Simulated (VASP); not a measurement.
Something may be wrong with this VASP 6.6.1 calculation of ZnBr.

The input run.py:

```python
from ase import Atoms
from ase.calculators.vasp import Vasp
from ase.dft.bandgap import bandgap

atoms = Atoms(
    ['Zn', 'Br'],
    cell=[[4.91863, 0.0, 0.0], [-2.45932, 4.25966, 0.0], [0.0, 0.0, 4.98648]],
    scaled_positions=[[0.029347, -0.002287, 0.506769], [-0.010606, 0.013237, -0.004176]],
    pbc=True,
)
calc = Vasp(
    directory='calc',
    xc='pbesol',
    pp='PBE',
    setups='recommended',
    pp_version='54',
    prec='Accurate',
    encut=150,
    ediff=1e-06,
    ismear=-5,
    sigma=0.05,
    lreal=False,
    lasph=True,
    nelm=85,
    algo='Fast',
    isif=2,
    lwave=False,
    lcharg=False,
    ivdw=13,
    kpts=[6, 6, 6],
    gamma=True,
    nbands=16,
)
atoms.calc = calc

print('energy (eV):', atoms.get_potential_energy())
print('free energy (eV):', atoms.get_potential_energy(force_consistent=True))
print('forces (eV/A):')
print(atoms.get_forces())
print('stress (eV/A^3, Voigt):', atoms.get_stress())
print('Fermi level (eV):', calc.get_fermi_level())
gap, top, bottom = bandgap(calc)
print('band gap (eV):', gap, 'from (spin, k, band)', top, 'to', bottom)
```

Potentials or basis: VASP PAW PBE potentials, release 54 (Zn, Br).

Command:

```bash
$ python run.py
```

Output:

```text
energy (eV): 3.51320458
free energy (eV): 3.51320458
forces (eV/A):
[[-0.21203715  0.05901338 -0.29726923]
 [ 0.21203715 -0.05901338  0.29726923]]
stress (eV/A^3, Voigt): [ 5.55809070e-01  5.55552328e-01  5.58691260e-01 -2.20909521e-04
  7.71334548e-04 -7.28788128e-05]
Fermi level (eV): -1.62646533
[... 2 lines left out ...]
```

OUTCAR:

```text
ENCUT = 150.000000
[... 699 lines left out ...]
  free  energy   TOTEN  =         3.5132045767 eV

  energy  without entropy=        3.5132045767  energy(sigma->0) =        3.51320458
```

What happened, and what is wrong with the input?

The calculation finished and met its thresholds. The input holds a flaw that was put in on purpose: cutoff far too low (ENCUT = 150). The program doesn't stop on it, so the numbers can't be trusted though the run ends normally.
